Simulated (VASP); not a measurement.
Method: vdW-DF-cx, VASP's PBE PAW potentials (set 64) (plane waves; VASP).

Input for VASP

### POSCAR
```
Na2S
1
    0.0000000000     3.3405985738     3.3405985738
    3.3405985738     0.0000000000     3.3405985738
    3.3405985738     3.3405985738     0.0000000000
Na S
2 1
Direct
  0.2500000000   0.2500000000   0.2500000000
  0.7500000000   0.7500000000   0.7500000000
  0.0000000000   0.0000000000   0.0000000000
```

### INCAR
```
PREC = Accurate
LUSE_VDW = .TRUE.
ISMEAR = 0   # Gaussian
SYSTEM = Na2S
LCHARG = .FALSE.
ALGO = Normal   # blocked Davidson
EDIFF = 1E-7
LWAVE = .FALSE.
AGGAC = 0.0
ISIF = 2   # forces and stress, cell fixed
SIGMA = 0.05
LASPH = .TRUE.
LREAL = .FALSE.
ENCUT = 520
GGA = CX
NELM = 100   # most electronic steps
```

KPOINTS:
```
Automatic mesh
0
Gamma
6 6 6
0 0 0
```

POTCAR, in this order: Na_pv S (PBE.64 set). Program: vasp_std.

### Question
Estimate the energy per atom (σ→0), pressure, band gap (on the k-mesh).

### Answer

The energy per atom (σ→0) is -1.389 eV/atom and the band gap (on the k-mesh) is 2.33 eV. The pressure comes out as -1.34 GPa.

File OSZICAR:
```
...
DAV:  10    -0.416564756130E+01   -0.18974E-02   -0.68051E-03   448   0.531E-01    0.273E-01
DAV:  11    -0.416554903171E+01    0.98530E-04   -0.21762E-04   544   0.122E-01    0.171E-01
DAV:  12    -0.416555854795E+01   -0.95162E-05   -0.15740E-04   448   0.926E-02    0.145E-02
DAV:  13    -0.416556836814E+01   -0.98202E-05   -0.72904E-05   468   0.539E-02    0.407E-02
DAV:  14    -0.416556631968E+01    0.20485E-05   -0.60683E-06   484   0.173E-02    0.128E-02
DAV:  15    -0.416556612412E+01    0.19557E-06   -0.22252E-06   508   0.779E-03    0.407E-03
DAV:  16    -0.416556618145E+01   -0.57334E-07   -0.94924E-08   424   0.202E-03
   1 F= -.41655662E+01 E0= -.41655662E+01  d E =-.110577E-16
```

The compound is Na2S in the antifluorite structure. This cell is one point of a volume scan, at 1.06 of the reference volume.
